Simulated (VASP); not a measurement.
Here is the system:

```yaml
crystal:
  lattice:
    - [4.41073, 0.00000, 0.00000]
    - [0.00000, 4.41073, 0.00000]
    - [0.00000, 0.00000, 4.41073]
  atoms:
    - { symbol: Cs, position: [0.00000, 0.00000, 0.00000] }
    - { symbol: Br, position: [0.50000, 0.50000, 0.50000] }
```

All values below come from MS2 meta-GGA, VASP's PBE PAW potentials (set 64) (plane waves; VASP 6.6.1). Settings: 520 eV cut-off, 6×6×6 Γ-centred mesh, Gaussian smearing of 0.050 eV, potentials Cs_sv Br.

Unless said otherwise, spin-orbit coupling is left out, though it shifts the bands of the heavy elements here.

Q: What does the run give for the energy per atom (σ→0), band gap (on the k-mesh) with the smallest direct gap where there is one?

A: 
- band gap (on the k-mesh) = 4.96 eV
- smallest direct gap (on the k-mesh) = 4.99 eV
- energy per atom (σ→0) = -0.883 eV/atom

Only differences to runs with the same potentials and settings are physical.

The compound is CsBr in the CsCl type structure. This cell is one point of a volume scan, at 1.06 of the reference volume.
